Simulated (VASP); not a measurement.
Set up this calculation in VASP 6.6.1, as the native input.

```
Task                   : single point
Functional             : PBE
Potentials or basis    : VASP PAW PBE potentials, release 64 (Ti_sv, Si, Te)
Cutoff                 : 520 eV
k mesh                 : 7 × 7 × 2
Occupations            : gaussian, width 0.15 eV
Spin                   : no spin polarisation
Further INCAR settings : PREC = Normal; LREAL = Auto; ALGO = Fast; EDIFF = 1e-05; NBANDS = 51
```

The structure of Ti2SiTe2 lies in POSCAR:

```
Ti2SiTe2
1.0
    7.3856020000      0.0000000000      0.0000000000
   -1.8464000000      3.1980590000      0.0000000000
    0.0000000000      0.0000000000     10.5100500000
Ti Si Te
4 2 4
Direct
    0.1666665000      0.6666670000      0.8532420000
    0.6666665000      0.6666670000      0.8532420000
    0.1666665000      0.6666670000      0.1467580000
    0.6666665000      0.6666670000      0.1467580000
    0.0000000000      0.0000000000      0.0000000000
    0.5000000000      0.0000000000      0.0000000000
    0.3333335000      0.3333330000      0.6883240000
    0.8333335000      0.3333330000      0.6883240000
    0.3333335000      0.3333330000      0.3116760000
    0.8333335000      0.3333330000      0.3116760000
```

The cell was built by a generator and needn't be a form met in nature.

The input as run:

INCAR

```
SYSTEM = Ti2SiTe2
PREC     = Normal         ! precision mode
ENCUT    = 520            ! plane-wave cutoff, eV
EDIFF    = 1E-5           ! SCF threshold, eV
ISMEAR   = 0              ! smearing method
SIGMA    = 0.15           ! smearing width, eV
LREAL    = Auto         
LASPH    = .TRUE.         ! aspherical terms in the spheres
NELM     = 80             ! most SCF steps
ALGO     = Fast           ! electronic algorithm
ISIF     = 2              ! what is computed and relaxed
LWAVE    = .FALSE.        ! write WAVECAR
LCHARG   = .FALSE.        ! write CHGCAR
GGA      = PE             ! functional
NBANDS   = 51             ! bands
```

KPOINTS

```
Automatic mesh
0
G
  7 7 2
  0 0 0
```

Potentials or basis: VASP PAW PBE potentials, release 64 (Ti_sv, Si, Te).

The run is started by

```sh
$ cat potpaw_PBE.64/Ti_sv/POTCAR potpaw_PBE.64/Si/POTCAR potpaw_PBE.64/Te/POTCAR > POTCAR
$ mpirun -np 1 vasp_std > vasp.out
```

It gave:

```json
{"Pressure": "-0.1 GPa", "Largest force": "0.035 eV/Å", "Band gap on the k mesh": "none (metal or under the smearing width)"}
```

Caveat: this functional lacks dispersion, which binds the layers, so the pressure and a relaxed spacing across them are unreliable.

It took 13 min on 1 thread of AMD EPYC 7R13 Processor (Zen 3), on a shared host, peak memory 0.37 GiB.
